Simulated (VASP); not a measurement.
Method: MS2 meta-GGA, VASP's PBE PAW potentials (set 64) (plane waves; VASP).

Input for VASP

**INCAR**
```
SYSTEM = PtAl2
PREC = Accurate
ENCUT = 520
EDIFF = 1E-7
NELM = 100
ALGO = Normal
LREAL = .FALSE.
LASPH = .TRUE.
ISMEAR = 1
SIGMA = 0.1
METAGGA = MS2
LMIXTAU = .TRUE.
LMAXMIX = 6
LWAVE = .FALSE.
LCHARG = .FALSE.
ISIF = 2
```

File KPOINTS:
```
Automatic
0
G
  9 9 9
```

### POSCAR
```
PtAl2
1
    0.0000000000     2.8869465258     2.8869465258
    2.8869465258     0.0000000000     2.8869465258
    2.8869465258     2.8869465258     0.0000000000
Al Pt
2 1
Direct
  0.2500000000   0.2500000000   0.2500000000
  0.7500000000   0.7500000000   0.7500000000
  0.0000000000   0.0000000000   0.0000000000
```

POTCAR, in this order: Al Pt (PBE.64 set). Program: vasp_std.

The resulting files:

**OUTCAR**
```
 ion  position               nearest neighbor table
   1  0.250  0.250  0.250-   3 2.50   3 2.50   3 2.50   3 2.50   2 2.89   2 2.89   2 2.89   2 2.89
                             2 2.89   2 2.89
   2  0.750  0.750  0.750-   3 2.50   3 2.50   3 2.50   3 2.50   1 2.89   1 2.89   1 2.89   1 2.89
                             1 2.89   1 2.89
   3  0.000  0.000  0.000-   2 2.50   2 2.50   2 2.50   1 2.50   2 2.50   1 2.50   1 2.50   1 2.50
  LATTYP: Found a face centered cubic cell.
 ALAT       =     5.7738930516
 Subroutine PRICEL returns:
 Original cell was already a primitive cell.
 Subroutine GETGRP returns: Found 48 space group operations
The static configuration has the point symmetry O_h .
The dynamic configuration has the point symmetry O_h .
 Subroutine INISYM returns: Found 48 space group operations
 Subroutine IBZKPT returns following result:
 Found     35 irreducible k-points:

 Following reciprocal coordinates:
            Coordinates               Weight
  0.000000  0.000000  0.000000      1.000000
  0.111111  0.000000  0.000000      8.000000
  0.222222  0.000000  0.000000      8.000000
  0.333333  0.000000  0.000000      8.000000
  0.444444  0.000000  0.000000      8.000000
  0.111111  0.111111  0.000000      6.000000
...
```

### OSZICAR
```
       N       E                     dE             d eps       ncg     rms          rms(c)
DAV:   1     0.492272337995E+02    0.49227E+02   -0.67083E+03   880   0.111E+03
DAV:   2    -0.155109401963E+02   -0.64738E+02   -0.58695E+02   980   0.194E+02
DAV:   3    -0.172041364239E+02   -0.16932E+01   -0.16721E+01  1072   0.299E+01
DAV:   4    -0.172126160325E+02   -0.84796E-02   -0.84787E-02   988   0.258E+00
DAV:   5    -0.172126920267E+02   -0.75994E-04   -0.75991E-04  1068   0.259E-01    0.133E+01
DAV:   6    -0.578664488661E+01    0.11426E+02   -0.49217E+00   840   0.243E+01    0.557E+00
DAV:   7    -0.595275931336E+01   -0.16611E+00   -0.11753E+00   840   0.103E+01    0.251E+00
DAV:   8    -0.554130094172E+01    0.41146E+00   -0.19418E+00   840   0.143E+01    0.247E+00
DAV:   9    -0.567363631846E+01   -0.13234E+00   -0.47574E-01   924   0.788E+00    0.368E-01
DAV:  10    -0.567295965378E+01    0.67666E-03   -0.14626E-02   980   0.146E+00    0.455E-01
DAV:  11    -0.567410379011E+01   -0.11441E-02   -0.30326E-02   960   0.188E+00    0.125E-01
DAV:  12    -0.567428964813E+01   -0.18586E-03   -0.71487E-04   952   0.284E-01    0.855E-02
DAV:  13    -0.567419253621E+01    0.97112E-04   -0.32714E-05  1040   0.623E-02    0.104E-01
DAV:  14    -0.567450346340E+01   -0.31093E-03   -0.19751E-03   956   0.468E-01    0.287E-02
DAV:  15    -0.567450129455E+01    0.21689E-05   -0.21075E-04   912   0.172E-01    0.348E-02
DAV:  16    -0.567450277377E+01   -0.14792E-05   -0.36475E-06  1032   0.178E-02    0.249E-02
DAV:  17    -0.567450149732E+01    0.12764E-05   -0.42496E-05   940   0.700E-02    0.515E-03
DAV:  18    -0.567449948933E+01    0.20080E-05   -0.17916E-06   908   0.177E-02    0.689E-03
DAV:  19    -0.567450045593E+01   -0.96661E-06   -0.26701E-07   912   0.799E-03    0.395E-03
DAV:  20    -0.567449965042E+01    0.80552E-06   -0.21964E-07   692   0.621E-03    0.176E-03
DAV:  21    -0.567450012430E+01   -0.47389E-06   -0.60392E-08   480   0.349E-03    0.396E-04
DAV:  22    -0.567450000172E+01    0.12258E-06   -0.11496E-08   448   0.141E-03    0.430E-04
DAV:  23    -0.567450003616E+01   -0.34435E-07   -0.19227E-09   468   0.548E-04
   1 F= -.56745000E+01 E0= -.56747125E+01  d E =0.637288E-03
```

File OUTCAR:
```
------------------------ aborting loop because EDIFF is reached ----------------------------------------
  FORCE on cell =-STRESS in cart. coord.  units (eV):
  Direction    XX          YY          ZZ          XY          YZ          ZX
  --------------------------------------------------------------------------------------
  Total        2.9979735      2.9979735      2.9979735      0.0000000     -0.0000000     -0.0000000
  in kB       99.8141605     99.8141605     99.8141605      0.0000000     -0.0000000     -0.0000000
  external PRESSURE =      99.8141605 kB  Pullay stress =       0.0000000 kB
  volume of cell :       48.12
      direct lattice vectors                 reciprocal lattice vectors
     0.000000000  2.886946526  2.886946526    -0.173193371  0.173193371  0.173193371
     2.886946526  0.000000000  2.886946526     0.173193371 -0.173193371  0.173193371
     2.886946526  2.886946526  0.000000000     0.173193371  0.173193371 -0.173193371
 POSITION                                       TOTAL-FORCE (eV/Angst)
 -----------------------------------------------------------------------------------
      1.44347      1.44347      1.44347         0.000000      0.000000      0.000000
      4.33042      4.33042      4.33042        -0.000000     -0.000000     -0.000000
      0.00000      0.00000      0.00000         0.000000      0.000000      0.000000
 -----------------------------------------------------------------------------------
    total drift:                                0.000000     -0.000000     -0.000000
  FREE ENERGIE OF THE ION-ELECTRON SYSTEM (eV)
  ---------------------------------------------------
  free  energy   TOTEN  =        -5.6745000362 eV

  energy  without entropy=       -5.6751373238  energy(sigma->0) =       -5.67471247
```
(Selected blocks of OUTCAR.)

The compound is PtAl2 in the fluorite structure. This cell is one point of a volume scan, at 0.94 of the reference volume.
